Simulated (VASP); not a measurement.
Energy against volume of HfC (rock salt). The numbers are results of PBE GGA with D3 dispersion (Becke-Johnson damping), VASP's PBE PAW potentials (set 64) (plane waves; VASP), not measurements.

```json
[
 {"V (Å³/atom)": "11.561", "E (eV/atom)": "-10.84729"},
 {"V (Å³/atom)": "11.930", "E (eV/atom)": "-10.87629"},
 {"V (Å³/atom)": "12.299", "E (eV/atom)": "-10.88522"},
 {"V (Å³/atom)": "12.668", "E (eV/atom)": "-10.87687"},
 {"V (Å³/atom)": "13.037", "E (eV/atom)": "-10.85367"}
]
```

### Question
Fit a third-order Birch-Murnaghan equation of state.

### Answer

```
Property                                         Value
---------------------------------------  -------------
volume per atom                          12.30 Å³/atom
bulk modulus                                   250 GPa
pressure derivative of the bulk modulus           4.02
lattice constant a                             4.616 Å
```

Measured: a 4.638 Å (computed value off by -0.5 %), as given by Guo-Xu Zhang et al., New Journal of Physics (2018), doi:10.1088/1367-2630/aac7f0. The calculation is for a static lattice, while the measured a holds thermal and zero-point effects, which are part of the difference.

The compound is HfC in the rock salt structure. It was relaxed first.
